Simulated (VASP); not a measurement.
# LiZr4N3 (P6_3/mmc) in VASP: relaxation of cell and atoms with PBE

Aim: the relaxation of cell and atoms of LiZr4N3 with PBE.

All numbers are computed with VASP 6.6.1; they aren't measurements. Logs are shortened: lines on timing, memory, paths and dates and some standing lists are left out, and cuts for length are marked.

## 1. The structure

The structure is hexagonal, space group P6_3/mmc (No. 194). The conventional cell has a = 3.221 Å, b = 3.221 Å, c = 26.711 Å, α = 90.00°, β = 90.00°, γ = 120.00°. Li (site symmetry -6m2) has 6 Li at 3.22 Å and 6 Zr at 3.26 Å as nearest neighbours. Zr (site symmetry 3m) has 6 N at 2.32 to 2.33 Å as nearest neighbours. Around Zr (site symmetry 3m) lie 3 N at 2.22 Å. N (site symmetry 3m) is surrounded by 6 Zr at 2.22 to 2.32 Å. Around N (site symmetry -3m) lie 6 Zr at 2.33 Å.

The cell was built by a generator and needn't be a form met in nature.

## 2. Relaxation of cell and atoms, PBE

Contents of INCAR:

```
SYSTEM = LiZr4N3
PREC = Accurate ; ENCUT = 520
EDIFF = 1E-6 ; ISMEAR = 0
SIGMA = 0.1 ; LREAL = .False.
LASPH = .True. ; NELM = 120
ALGO = Normal ; ISIF = 3
LWAVE = .False. ; LCHARG = .False.
GGA = PE ; IBRION = 2
NSW = 90 ; EDIFFG = -0.01
KPAR = 4
```

Contents of KPOINTS:

```
regular mesh
0
Gamma
  10 10 2
  0 0 0
```

Contents of POSCAR:

```
LiZr4N3
1.0
    3.2206724300      0.0000000000      0.0000000000
   -1.6103362100      2.7891841400      0.0000000000
    0.0000000000      0.0000000000     26.7110000000
Li Zr N
2 8 6
Direct
    0.6666666700      0.3333333300      0.7500000000
    0.3333333300      0.6666666700      0.2500000000
    0.6666666700      0.3333333300      0.5524315800
    0.3333333300      0.6666666700      0.6498820700
    0.3333333300      0.6666666700      0.4475684200
    0.6666666700      0.3333333300      0.3501179300
    0.6666666700      0.3333333300      0.9475684200
    0.3333333300      0.6666666700      0.8501179300
    0.3333333300      0.6666666700      0.0524315800
    0.6666666700      0.3333333300      0.1498820700
    0.0000000000      0.0000000000      0.6042454400
    0.0000000000      0.0000000000      0.3957545600
    0.0000000000      0.0000000000      0.5000000000
    0.0000000000      0.0000000000      0.8957545600
    0.0000000000      0.0000000000      0.1042454400
    0.0000000000      0.0000000000      0.0000000000
```

Potentials or basis: VASP PAW PBE potentials, release 64 (Li_sv, Zr_sv, N).

Launch:

```console
$ cat potpaw_PBE.64/Li_sv/POTCAR potpaw_PBE.64/Zr_sv/POTCAR potpaw_PBE.64/N/POTCAR > POTCAR
$ mpirun -np 4 vasp_std > vasp.out
```

OUTCAR:

```text
SYSTEM = LiZr4N3
   PREC = Accurate
   ENCUT = 520
   EDIFF = 1E-6
   ISMEAR = 0
   LREAL = .False.
   LASPH = .True.
   NELM = 120
   ISIF = 3
   GGA = PE
   IBRION = 2
   NSW = 90
   EDIFFG = -0.01

 ion  position               nearest neighbor table
   1  0.667  0.333  0.750-
   2  0.333  0.667  0.250-
   3  0.667  0.333  0.552-  11 2.32  11 2.32  11 2.32  13 2.33  13 2.33  13 2.33   4 3.20   4 3.20
                             4 3.20   5 3.36   5 3.36   5 3.36
   4  0.333  0.667  0.650-  11 2.22  11 2.22  11 2.22   3 3.20   3 3.20   3 3.20
   5  0.333  0.667  0.448-  12 2.32  12 2.32  12 2.32  13 2.33  13 2.33  13 2.33   6 3.20   6 3.20
                             6 3.20   3 3.36   3 3.36   3 3.36
   6  0.667  0.333  0.350-  12 2.22  12 2.22  12 2.22   5 3.20   5 3.20   5 3.20
   7  0.667  0.333  0.948-  14 2.32  14 2.32  14 2.32  16 2.33  16 2.33  16 2.33   8 3.20   8 3.20
                             8 3.20   9 3.36   9 3.36   9 3.36
   8  0.333  0.667  0.850-  14 2.22  14 2.22  14 2.22   7 3.20   7 3.20   7 3.20
   9  0.333  0.667  0.052-  15 2.32  15 2.32  15 2.32  16 2.33  16 2.33  16 2.33  10 3.20  10 3.20
                            10 3.20   7 3.36   7 3.36   7 3.36
  10  0.667  0.333  0.150-  15 2.22  15 2.22  15 2.22   9 3.20   9 3.20   9 3.20
  11  0.000  0.000  0.604-   4 2.22   4 2.22   4 2.22   3 2.32   3 2.32   3 2.32
  12  0.000  0.000  0.396-   6 2.22   6 2.22   6 2.22   5 2.32   5 2.32   5 2.32
  13  0.000  0.000  0.500-   3 2.33   5 2.33   5 2.33   3 2.33   3 2.33   5 2.33
  14  0.000  0.000  0.896-   8 2.22   8 2.22   8 2.22   7 2.32   7 2.32   7 2.32
  15  0.000  0.000  0.104-  10 2.22  10 2.22  10 2.22   9 2.32   9 2.32   9 2.32
  16  0.000  0.000  0.000-   7 2.33   9 2.33   9 2.33   7 2.33   7 2.33   9 2.33

  LATTYP: Found a hexagonal cell.
 ALAT       =     3.2206724300
 C/A-ratio  =     8.2936096671

  Lattice vectors:

 A1 = (   3.2206724300,   0.0000000000,   0.0000000000)
 A2 = (  -1.6103362100,   2.7891841400,   0.0000000000)
 A3 = (   0.0000000000,   0.0000000000,  26.7110000000)

Analysis of symmetry for initial positions (statically):
=====================================================================
 Subroutine PRICEL returns:
 Original cell was already a primitive cell.

 Routine SETGRP: Setting up the symmetry group for a
 hexagonal supercell.

 Subroutine GETGRP returns: Found 24 space group operations
 (whereof 12 operations were pure point group operations)
 out of a pool of 24 trial point group operations.

The static configuration has the point symmetry D_3d.
 The point group associated with its full space group is D_6h.

Analysis of symmetry for dynamics (positions and initial velocities):
=====================================================================
 Subroutine PRICEL returns:
[... 154 lines left out ...]
   EFERMI_NEDOS =   21; number of points for ismear=-14 and -15
   IALGO  =     38    algorithm
   IMIX   =      4    mixing-type and parameters
     AMIX     =   0.40;   BMIX     =  1.00
     AMIX_MAG =   1.60;   BMIX_MAG =  1.00
  volume/ion in A,a.u.               =      15.00       101.20
  Fermi-wavevector in a.u.,A,eV,Ry     =   1.341410  2.534897 24.482059  1.799381
  Thomas-Fermi vector in A             =   2.469646
   LORBIT       =      0    0 simple, 1 ext, 2 COOP (PROOUT), +10 PAW based schemes
   GGA     = PE    functional components
   LHFCALC =     F    Hartree Fock is set to
   AEXX    =    0.0000 exact exchange contribution
   IVDW    =     0    specifies the selected vdW correction
   LEPSILON=     F    determine dielectric tensor
   LRPA    =     F    only Hartree local field effects (RPA)
 conjugate gradient relaxation of ions
 non-spin polarized calculation
 Gauss-broadening in eV      SIGMA  =   0.10
  energy-cutoff  :      520.00
  volume of cell :      239.95
 maximum number of plane-waves:      6536
 NGX is ok and might be reduce to    24
   NGX = 11   NGY = 11   NGZ = 99

--------------------------------------- Ionic step        1  -------------------------------------------

 number of electron     132.0000031 magnetization

 Free energy of the ion-electron system (eV)
  ---------------------------------------------------
  ext. energy  EPLUGINS =         0.00000000
  ---------------------------------------------------
  free energy    TOTEN  =      -141.28571645 eV

  energy without entropy =     -141.24536013  energy(sigma->0) =     -141.26553829

------------------------ aborting loop because EDIFF is reached ----------------------------------------

  FORCE on cell =-STRESS in cart. coord.  units (eV):
  Direction    XX          YY          ZZ          XY          YZ          ZX
  --------------------------------------------------------------------------------------
  -------------------------------------------------------------------------------------
  Total        0.4334930      0.4334930      0.1666559      0.0000000     -0.0000000     -0.0000000
  in kB        2.8945348      2.8945348      1.1128006      0.0000000     -0.0000000     -0.0000000
  external PRESSURE =       2.3006234 kB  Pullay stress =       0.0000000 kB
[... 237 lines left out ...]
--------------------------------------- Ionic step        6  -------------------------------------------

 number of electron     132.0000028 magnetization

 Free energy of the ion-electron system (eV)
  ---------------------------------------------------
  ext. energy  EPLUGINS =         0.00000000
  ---------------------------------------------------
  free energy    TOTEN  =      -141.28980654 eV

  energy without entropy =     -141.25142409  energy(sigma->0) =     -141.27061532

 E-fermi :   8.7028     XC(G=0): -11.0774

 val. band max:        8.6952883237   @ k =   0.5000  -0.0000   0.5000
 cond. band min:       8.7031861300   @ k =   0.3000   0.2000   0.0000
 fundamental gap:      0.0078978063
 Fermi energy:         8.7028426144

 k-point     1 :       0.0000    0.0000    0.0000
  band No.  band energies     occupation
      1     -40.6931      2.00000
      2     -40.6931      2.00000
      3     -40.6498      2.00000
      4     -40.6498      2.00000
      5     -40.4859      2.00000
      6     -40.4858      2.00000
[... 1933 lines left out ...]
     77      12.0362      0.00000
     78      12.0362      0.00000

 [... further k-points ...]

 [bands above 78 left out]

------------------------ aborting loop because EDIFF is reached ----------------------------------------

  FORCE on cell =-STRESS in cart. coord.  units (eV):
  Direction    XX          YY          ZZ          XY          YZ          ZX
  --------------------------------------------------------------------------------------
  -------------------------------------------------------------------------------------
  Total       -0.0088173     -0.0088173      0.0439806     -0.0000000      0.0000000      0.0000000
  in kB       -0.0586863     -0.0586863      0.2927265     -0.0000000      0.0000000      0.0000000
  external PRESSURE =       0.0584513 kB  Pullay stress =       0.0000000 kB
[... 31 lines left out ...]
  FREE ENERGIE OF THE ION-ELECTRON SYSTEM (eV)
  ---------------------------------------------------
  free  energy   TOTEN  =      -141.2898065407 eV

  energy  without entropy=     -141.2514240946  energy(sigma->0) =     -141.27061532

 reached required accuracy - stopping structural energy minimisation
```

CONTCAR:

```text
LiZr4N3
   1.00000000000000
     3.2256285463620236    0.0000000000088785   -0.0000000000000000
    -1.6128142681656283    2.7934762626615792    0.0000000000000000
    -0.0000000000000000   -0.0000000000000000   26.7146738955895380
  Li              Zr              N
     2     8     6
Direct
     0.6666666699999979    0.3333333300000021    0.7500000000000000
     0.3333333300000021    0.6666666699999979    0.2500000000000000
     0.6666666699999979    0.3333333300000021    0.5523291699419117
     0.3333333300000021    0.6666666699999979    0.6495779166529674
     0.3333333300000021    0.6666666699999979    0.4476708300580883
     0.6666666699999979    0.3333333300000021    0.3504220833470325
[... 8 lines left out ...]
     1.0000000000000000    0.0000000000000000    0.1045315276548662
     0.0000000000000000    0.0000000000000000    0.0000000000000000

  0.00000000E+00  0.00000000E+00  0.00000000E+00
  0.00000000E+00  0.00000000E+00  0.00000000E+00
  0.00000000E+00  0.00000000E+00  0.00000000E+00
  0.00000000E+00  0.00000000E+00  0.00000000E+00
  0.00000000E+00  0.00000000E+00  0.00000000E+00
  0.00000000E+00  0.00000000E+00  0.00000000E+00
[... 8 lines left out ...]
  0.00000000E+00  0.00000000E+00  0.00000000E+00
  0.00000000E+00  0.00000000E+00  0.00000000E+00
```

It took 8.8 min on 4 MPI ranks of Intel Xeon 6975P-C (Granite Rapids), shared host; peak memory 0.59 GiB.

The run converged, but some of its settings lie outside the range that counts as converged, so its numbers aren't taken as properties of the crystal.

What came out:

| Item | Value |
| --- | --- |
| Free energy | -141.2898 eV |
| Relaxed volume | 15.04 Å³/atom |
| Relaxed cell | a = 3.226 Å, b = 3.226 Å, c = 26.715 Å, α = 90.00°, β = 90.00°, γ = 120.00° |
| Space group after relaxing (to 0.05 Å) | P6_3/mmc (No. 194) |
| Energy gained by relaxing | 0.3 meV/atom |
| Ionic steps | 6 |
| Largest force after relaxing | 0.007 eV/Å |
| Band gap on the k mesh | none (metal or under the smearing width) |

Caveat: the cutoff is under 1.25 times the usual one of these potentials, so pressure, stress and relaxed cells hold a basis-set (Pulay) error.
